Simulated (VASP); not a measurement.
# Fe on the In site in InSe, part 2 of 9

Aim: the formation energy and local structure of Fe on the In site in InSe. The start is a cell from a database of measured crystal structures.

VASP 6.6.1, plane waves and PAW; the level of theory is named at each step.

So far. Step 2 (The host at zero pressure): The run ended after 12 ionic steps, 1.935 eV below its first step, once forces and stress met EDIFFG = -0.02. The relaxed cell has a = 4.029, c = 17.011 Å (conventional setting).

The database entry behind the starting cell differs from later determinations by our own check (c about 1.7 % long), so it need not match the best structure at ambient conditions.

## 3. Screening in the host

Level of this step: PBEsol; plane waves and PAW (In, Se) (VASP).

Charged cells interact with their images through the host's screening, so the correction needs its dielectric constant.

The input, INCAR:

```
SYSTEM = InSe
PREC = Accurate
ENCUT = 300
EDIFF = 1E-08
NELM = 120
ISMEAR = 0
SIGMA = 0.05
LREAL = .FALSE.
ALGO = Normal
GGA = PS
NBANDS = 26
LWAVE = .FALSE.
LCHARG = .FALSE.
KPAR = 4
LASPH = .TRUE.
LEPSILON = .TRUE.
IBRION = 8
NSW = 1
```

The input, POSCAR:

```
InSe
1.0
    4.0287370739      0.0000000000      0.0000000000
   -2.0143685370      3.4889886512      0.0000000000
    0.0000000000      0.0000000000     17.0109036546
In Se
4 4
Direct
    0.6666666667      0.3333333333      0.8313921078
    0.3333333333      0.6666666667      0.3313921078
    0.6666666667      0.3333333333      0.6686078922
    0.3333333333      0.6666666667      0.1686078922
    0.6666666667      0.3333333333      0.4070008612
    0.3333333333      0.6666666667      0.9070008612
    0.6666666667      0.3333333333      0.0929991388
    0.3333333333      0.6666666667      0.5929991388
```

The input, KPOINTS:

```
Automatic mesh
0
Gamma
7 7 2
0 0 0
```

Potentials, in the order of the species: In and Se (PBE family, release 64).

Started as:

```console
$ mpirun -np 4 vasp_std
```

The program printed:

```text
[banner, memory and clock lines left out]
running    4 mpi-ranks, on    1 nodes
 distrk:  each k-point on    1 cores,    4 groups
 distr:  one band on    1 cores,    1 groups

 POSCAR found type information on POSCAR InSe
 POSCAR found :  2 types and       8 ions
 [... a notice as in an earlier step ...]

 LDA part: xc-table for (Slater+PW92), standard interpolation
 POSCAR, INCAR and KPOINTS ok, starting setup
 FFT: planning ... GRIDC
 FFT: planning ... GRID_SOFT
 FFT: planning ... GRID
 WAVECAR not read
 entering main loop
       N       E                     dE             d eps       ncg     rms          rms(c)
DAV:   1     0.141002294902E+03    0.14100E+03   -0.94862E+03   832   0.708E+02
DAV:   2    -0.176053568030E+02   -0.15861E+03   -0.15295E+03  1104   0.148E+02
DAV:   3    -0.318634612821E+02   -0.14258E+02   -0.14172E+02  1082   0.491E+01
DAV:   4    -0.320792782904E+02   -0.21582E+00   -0.21535E+00  1026   0.687E+00
DAV:   5    -0.320829663790E+02   -0.36881E-02   -0.36844E-02  1108   0.821E-01    0.936E+00
DAV:   6    -0.312644423250E+02    0.81852E+00   -0.12325E+00   960   0.416E+00    0.576E+00
DAV:   7    -0.311281707820E+02    0.13627E+00   -0.68191E-01   916   0.276E+00    0.110E+00
DAV:   8    -0.311128427045E+02    0.15328E-01   -0.55510E-02  1052   0.995E-01    0.570E-01
DAV:   9    -0.311125818865E+02    0.26082E-03   -0.99573E-03   904   0.427E-01    0.157E-01
DAV:  10    -0.311126261137E+02   -0.44227E-04   -0.39294E-04  1136   0.865E-02    0.852E-02
DAV:  11    -0.311126952796E+02   -0.69166E-04   -0.19992E-04   930   0.626E-02    0.239E-02
DAV:  12    -0.311126971169E+02   -0.18373E-05   -0.64079E-06  1148   0.103E-02    0.103E-02
DAV:  13    -0.311126993760E+02   -0.22591E-05   -0.35576E-06   970   0.800E-03    0.330E-03
DAV:  14    -0.311126993392E+02    0.36816E-07   -0.26994E-07  1080   0.252E-03    0.897E-04
DAV:  15    -0.311126993610E+02   -0.21745E-07   -0.18602E-07   922   0.177E-03    0.776E-04
DAV:  16    -0.311126994293E+02   -0.68286E-07   -0.45709E-09   804   0.312E-04    0.123E-04
DAV:  17    -0.311126994190E+02    0.10313E-07   -0.12178E-09   524   0.152E-04    0.472E-05
DAV:  18    -0.311126994179E+02    0.10155E-08   -0.42588E-10   494   0.868E-05
   1 F= -.31112699E+02 E0= -.31112699E+02  d E =-.733646E-10
 Linear response reoptimize wavefunctions to high precision
DAV:   1    -0.311126994186E+02   -0.63983E-09   -0.93574E-11   488   0.423E-05
DAV:   2    -0.311126994185E+02    0.43883E-10   -0.23965E-11   488   0.160E-05
 Linear response G [H, r] |phi>, progress :
  Direction:   1
       N       E                     dE             d eps       ncg     rms
 LRF_COMMUTATOR internal error: the vector H(1)-e(1) S(1) |phi(0)> is not orthog
 onal to |phi(0)> (1.004553050864450E-004,5.960726703890806E-015)
 LRF_COMMUTATOR internal error: the vector H(1)-e(1) S(1) |phi(0)> is not orthog
 onal to |phi(0)> (-1.004553084793212E-004,7.424616477180734E-015)
 LRF_COMMUTATOR internal error: the vector H(1)-e(1) S(1) |phi(0)> is not orthog
 onal to |phi(0)> (1.056724530246614E-004,2.110356160656135E-014)
 LRF_COMMUTATOR internal error: the vector H(1)-e(1) S(1) |phi(0)> is not orthog
 onal to |phi(0)> (-1.056724928738829E-004,-2.477640488607324E-014)
RMM:   1    -0.184998166278E+03   -0.18500E+03    0.17623E+02  2077   0.818E+01
 LRF_COMMUTATOR internal error: the vector H(1)-e(1) S(1) |phi(0)> is not orthog
 onal to |phi(0)> (-1.010913925862215E-004,5.017514181915317E-014)
 LRF_COMMUTATOR internal error: the vector H(1)-e(1) S(1) |phi(0)> is not orthog
 onal to |phi(0)> (1.010913892373032E-004,6.626036525014811E-014)
 LRF_COMMUTATOR internal error: the vector H(1)-e(1) S(1) |phi(0)> is not orthog
 onal to |phi(0)> (-1.057347679786731E-004,-2.017179825952731E-014)
 LRF_COMMUTATOR internal error: the vector H(1)-e(1) S(1) |phi(0)> is not orthog
 onal to |phi(0)> (1.057347280605333E-004,-3.373299903297600E-014)
RMM:   2    -0.148699905872E+03    0.36298E+02   -0.34116E+01  1389   0.227E+01
 LRF_COMMUTATOR internal error: the vector H(1)-e(1) S(1) |phi(0)> is not orthog
 onal to |phi(0)> (-1.010913926274212E-004,1.064426324859369E-014)
 LRF_COMMUTATOR internal error: the vector H(1)-e(1) S(1) |phi(0)> is not orthog
 onal to |phi(0)> (1.010913891956594E-004,2.450817326860033E-014)
 LRF_COMMUTATOR internal error: the vector H(1)-e(1) S(1) |phi(0)> is not orthog
 onal to |phi(0)> (-1.057347679742178E-004,1.189543255564196E-014)
 LRF_COMMUTATOR internal error: the vector H(1)-e(1) S(1) |phi(0)> is not orthog
 onal to |phi(0)> (1.057347280618244E-004,5.356826093816380E-015)
RMM:   3    -0.149087841489E+03   -0.38794E+00   -0.10809E+00  1450   0.387E+00
RMM:   4    -0.149107148145E+03   -0.19307E-01   -0.31811E-02  1560   0.660E-01
RMM:   5    -0.149107701855E+03   -0.55371E-03   -0.18065E-03  1536   0.132E-01
RMM:   6    -0.149107737995E+03   -0.36139E-04   -0.27730E-04  1579   0.295E-02
RMM:   7    -0.149107739542E+03   -0.15472E-05   -0.20381E-04  1569   0.107E-02
RMM:   8    -0.149107741739E+03   -0.21977E-05   -0.22489E-04  1587   0.723E-03
RMM:   9    -0.149107743758E+03   -0.20185E-05   -0.30678E-04  1543   0.667E-03
RMM:  10    -0.149107743349E+03    0.40924E-06   -0.54869E-04  1447   0.657E-03
RMM:  11    -0.149107743277E+03    0.71688E-07   -0.13458E-04  1381   0.657E-03
RMM:  12    -0.149107744309E+03   -0.10319E-05   -0.87679E-05  1349   0.655E-03
 Linear response G [H, r] |phi>, progress :
  Direction:   2
       N       E                     dE             d eps       ncg     rms
RMM:   1    -0.207839190593E+03   -0.20784E+03   -0.11853E+02  2018   0.803E+01
RMM:   2    -0.172735699877E+03    0.35103E+02   -0.33406E+01  1405   0.220E+01
RMM:   3    -0.173234736929E+03   -0.49904E+00   -0.99216E-01  1438   0.367E+00
RMM:   4    -0.173255389346E+03   -0.20652E-01   -0.31391E-02  1571   0.638E-01
RMM:   5    -0.173255970949E+03   -0.58160E-03   -0.19880E-03  1547   0.128E-01
RMM:   6    -0.173255999254E+03   -0.28305E-04   -0.48628E-04  1591   0.291E-02
RMM:   7    -0.173256000644E+03   -0.13899E-05   -0.41939E-04  1563   0.109E-02
RMM:   8    -0.173256002342E+03   -0.16979E-05   -0.44352E-04  1596   0.759E-03
RMM:   9    -0.173256004185E+03   -0.18434E-05   -0.48833E-04  1544   0.706E-03
RMM:  10    -0.173256000972E+03    0.32126E-05   -0.66801E-04  1460   0.699E-03
RMM:  11    -0.173256007090E+03   -0.61178E-05   -0.14837E-04  1374   0.696E-03
 Linear response G [H, r] |phi>, progress :
  Direction:   3
       N       E                     dE             d eps       ncg     rms
RMM:   1    -0.192263642904E+03   -0.19226E+03    0.17353E+02  1947   0.823E+01
RMM:   2    -0.161592081748E+03    0.30672E+02   -0.40978E+01  1416   0.216E+01
[...]
Linear response to external field, progress :
  Direction:   3
       N       E                     dE             d eps       ncg     rms          rms(c)
RMM:   1    -0.772724396395E+01   -0.77272E+01   -0.48574E+01  1609   0.580E+00
RMM:   2    -0.158577148878E+02   -0.81305E+01   -0.26898E-01  1385   0.130E+00    0.628E+00
RMM:   3    -0.139329336538E+02    0.19248E+01   -0.25474E+00  1349   0.465E+00    0.227E+00
RMM:   4    -0.138771230195E+02    0.55811E-01   -0.33995E-01  1437   0.156E+00    0.107E+00
RMM:   5    -0.139817979272E+02   -0.10467E+00   -0.98672E-02  1445   0.110E+00    0.351E-01
RMM:   6    -0.140049572230E+02   -0.23159E-01   -0.66791E-03  1432   0.242E-01    0.236E-01
RMM:   7    -0.140343650786E+02   -0.29408E-01   -0.33939E-03  1401   0.259E-01    0.490E-02
RMM:   8    -0.140334408866E+02    0.92419E-03    0.15947E-04  1469   0.340E-02    0.306E-02
RMM:   9    -0.140352620038E+02   -0.18211E-02    0.26498E-04  1378   0.321E-02    0.635E-03
RMM:  10    -0.140353251681E+02   -0.63164E-04    0.27607E-04  1514   0.811E-03    0.420E-03
RMM:  11    -0.140353809237E+02   -0.55756E-04    0.16872E-04  1389   0.425E-03    0.956E-04
RMM:  12    -0.140353955537E+02   -0.14630E-04    0.10333E-04  1539   0.144E-03    0.426E-04
RMM:  13    -0.140353758284E+02    0.19725E-04    0.34360E-04  1537   0.967E-04    0.126E-04
RMM:  14    -0.140353946103E+02   -0.18782E-04    0.19093E-04  1377   0.767E-04    0.782E-05
RMM:  15    -0.140353957813E+02   -0.11710E-05    0.74411E-05  1328   0.756E-04    0.197E-05
RMM:  16    -0.140353974258E+02   -0.16445E-05    0.38993E-05  1187   0.748E-04    0.431E-06
 change of polarisation eV/A/(eV/A) component  3 :     0.000    -0.000    27.219
 dielectric tensor                  component  3 :     0.000    -0.000    21.599
 Linear response DOF=           4
 Linear response progress:
  Degree of freedom:   1/  4
       N       E                     dE             d eps       ncg     rms          rms(c)
RMM:   1    -0.719850663701E-02   -0.71985E-02   -0.63898E-03  4897   0.448E-01
RMM:   2    -0.671028267900E-02    0.48822E-03   -0.73916E-04  4531   0.103E-01    0.617E-02
RMM:   3    -0.661465944331E-02    0.95623E-04   -0.57870E-05  4593   0.184E-02    0.358E-02
RMM:   4    -0.652202450211E-02    0.92635E-04   -0.52287E-05  4388   0.183E-02    0.391E-03
RMM:   5    -0.651838364024E-02    0.36409E-05    0.14422E-06  4723   0.323E-03    0.154E-03
RMM:   6    -0.651840938180E-02   -0.25742E-07    0.17864E-06  4665   0.950E-04    0.197E-04
RMM:   7    -0.651856081669E-02   -0.15143E-06    0.56056E-07  4842   0.167E-04    0.102E-04
RMM:   8    -0.651849918051E-02    0.61636E-07    0.21898E-07  4625   0.131E-04    0.235E-05
RMM:   9    -0.651848105625E-02    0.18124E-07    0.15004E-07  5021   0.395E-05    0.101E-05
RMM:  10    -0.651849625169E-02   -0.15195E-07   -0.51397E-09  4737   0.353E-05    0.259E-06
RMM:  11    -0.651849733441E-02   -0.10827E-08   -0.23952E-08  4940   0.260E-05    0.104E-06
 first order change of Fermi-energy   0.47319E-05
 force on displaced ion       1 direction 1 :  -5.273  -0.001  -0.000
 Born effective charge ion    1 direction 1 :   2.428   0.000  -0.000
 Linear response progress:
  Degree of freedom:   2/  4
       N       E                     dE             d eps       ncg     rms          rms(c)
RMM:   1    -0.156061207557E-01   -0.15606E-01   -0.86001E-03  1931   0.480E-01
RMM:   2    -0.137322666315E-01    0.18739E-02   -0.14593E-03  1367   0.132E-01    0.847E-02
RMM:   3    -0.133996003851E-01    0.33267E-03   -0.38172E-04  1471   0.352E-02    0.548E-02
RMM:   4    -0.131417057682E-01    0.25789E-03   -0.70791E-05  1466   0.369E-02    0.187E-02
RMM:   5    -0.130971487030E-01    0.44557E-04   -0.14626E-05  1492   0.161E-02    0.817E-03
RMM:   6    -0.131019000487E-01   -0.47513E-05   -0.41325E-05  1477   0.439E-03    0.222E-03
RMM:   7    -0.131019694282E-01   -0.69379E-07   -0.21351E-05  1516   0.126E-03    0.857E-04
RMM:   8    -0.131019970976E-01   -0.27669E-07   -0.12708E-05  1414   0.788E-04    0.173E-04
RMM:   9    -0.131008980595E-01    0.10990E-05   -0.27247E-06  1544   0.143E-04    0.892E-05
RMM:  10    -0.131007979799E-01    0.10008E-06   -0.20484E-06  1413   0.140E-04    0.243E-05
RMM:  11    -0.131007443878E-01    0.53592E-07   -0.15165E-06  1575   0.521E-05    0.942E-06
RMM:  12    -0.131007416462E-01    0.27416E-08   -0.12905E-06  1534   0.402E-05    0.393E-06
RMM:  13    -0.131007235108E-01    0.18135E-07   -0.10587E-06  1617   0.365E-05    0.189E-06
RMM:  14    -0.131007226647E-01    0.84603E-09   -0.11923E-06  1562   0.344E-05    0.431E-07
RMM:  15    -0.131007095039E-01    0.13161E-07   -0.11592E-06  1442   0.340E-05    0.137E-07
RMM:  16    -0.131006992859E-01    0.10218E-07   -0.11585E-06  1318   0.339E-05    0.930E-08
 first order change of Fermi-energy   0.80313E-01
 force on displaced ion       1 direction 3 :  -0.000  -0.000 -11.625
 Born effective charge ion    1 direction 3 :   0.000   0.000   1.084
 Linear response progress:
  Degree of freedom:   3/  4
       N       E                     dE             d eps       ncg     rms          rms(c)
RMM:   1    -0.797923859694E-01   -0.79792E-01    0.91012E-02  5606   0.124E+00
RMM:   2    -0.799889415251E-01   -0.19656E-03   -0.25716E-03  4332   0.200E-01    0.819E-02
RMM:   3    -0.801569743959E-01   -0.16803E-03   -0.13601E-04  4659   0.386E-02    0.463E-02
RMM:   4    -0.803854686275E-01   -0.22849E-03   -0.53345E-05  4559   0.269E-02    0.569E-03
RMM:   5    -0.803700744345E-01    0.15394E-04   -0.16531E-06  4766   0.476E-03    0.253E-03
RMM:   6    -0.803631177233E-01    0.69567E-05   -0.30658E-07  4635   0.117E-03    0.845E-04
RMM:   7    -0.803694454169E-01   -0.63277E-05    0.18789E-07  4340   0.733E-04    0.324E-04
RMM:   8    -0.803694778476E-01   -0.32431E-07    0.15542E-07  4870   0.275E-04    0.444E-05
RMM:   9    -0.803690518243E-01    0.42602E-06    0.27599E-07  4661   0.154E-04    0.201E-05
RMM:  10    -0.803693351936E-01   -0.28337E-06    0.21841E-07  4787   0.120E-04    0.629E-06
RMM:  11    -0.803693326462E-01    0.25475E-08    0.41118E-08  5198   0.105E-04    0.165E-06
 first order change of Fermi-energy  -0.43123E-04
 force on displaced ion       5 direction 1 :  -5.451  -0.001  -0.000
 Born effective charge ion    5 direction 1 :  -2.496   0.000  -0.000
 Linear response progress:
  Degree of freedom:   4/  4
       N       E                     dE             d eps       ncg     rms          rms(c)
RMM:   1    -0.108288800448E+00   -0.10829E+00    0.87214E-02  1718   0.124E+00
RMM:   2    -0.106742492835E+00    0.15463E-02   -0.22612E-03  1319   0.195E-01    0.874E-02
RMM:   3    -0.106580835766E+00    0.16166E-03   -0.19260E-04  1442   0.425E-02    0.505E-02
RMM:   4    -0.106534225974E+00    0.46610E-04   -0.16556E-04  1464   0.273E-02    0.215E-02
RMM:   5    -0.106519055214E+00    0.15171E-04   -0.56343E-05  1499   0.144E-02    0.783E-03
RMM:   6    -0.106510186685E+00    0.88685E-05   -0.10794E-06  1439   0.386E-03    0.284E-03
RMM:   7    -0.106512206458E+00   -0.20198E-05   -0.18851E-06  1493   0.156E-03    0.677E-04
RMM:   8    -0.106513670266E+00   -0.14638E-05   -0.17558E-06  1475   0.549E-04    0.251E-04
RMM:   9    -0.106514418906E+00   -0.74864E-06   -0.10962E-06  1493   0.259E-04    0.803E-05
RMM:  10    -0.106514668716E+00   -0.24981E-06   -0.48552E-07  1473   0.174E-04    0.356E-05
RMM:  11    -0.106514658773E+00    0.99426E-08   -0.27080E-07  1591   0.988E-05    0.117E-05
RMM:  12    -0.106514721996E+00   -0.63223E-07   -0.53874E-07  1589   0.896E-05    0.352E-06
RMM:  13    -0.106514725149E+00   -0.31528E-08   -0.20951E-07  1674   0.844E-05    0.143E-06
RMM:  14    -0.106514721408E+00    0.37410E-08   -0.28703E-07  1621   0.831E-05    0.506E-07
RMM:  15    -0.106514718303E+00    0.31054E-08   -0.32041E-07  1510   0.828E-05    0.182E-07
RMM:  16    -0.106514719250E+00   -0.94784E-09   -0.27892E-07  1444   0.827E-05    0.814E-08
 first order change of Fermi-energy  -0.34800E+00
 force on displaced ion       5 direction 3 :  -0.000   0.000  -6.897
 Born effective charge ion    5 direction 3 :   0.000   0.000  -1.193
 Born effective charges drift removed
 Linear response finished
```

Run time: 6.3 min. Hardware: 4 MPI ranks of Intel Xeon Platinum 8488C (Sapphire Rapids), shared host; peak memory 1.9 GiB; 25 min of CPU time.

(Continued in part 3 of 9.)

[Lines on the potential files, build, host, timing and source positions are cut from VASP's logs without a mark.]

[Logs are printed without paths, hosts, clocks, repeated set-up lines and the standing remarks that a program may print on its own settings, such as how far it seeks lower states.]

[Hosts, paths, dates, database ids (printed as entryN), source tags and the programs' standing remarks are cut or masked in the printed files.]

[In band tables of VASP the shares of atoms and orbitals are scaled to a sum of 1 inside the atoms' spheres.]

[Runs that stopped without an error message from VASP are left out.]
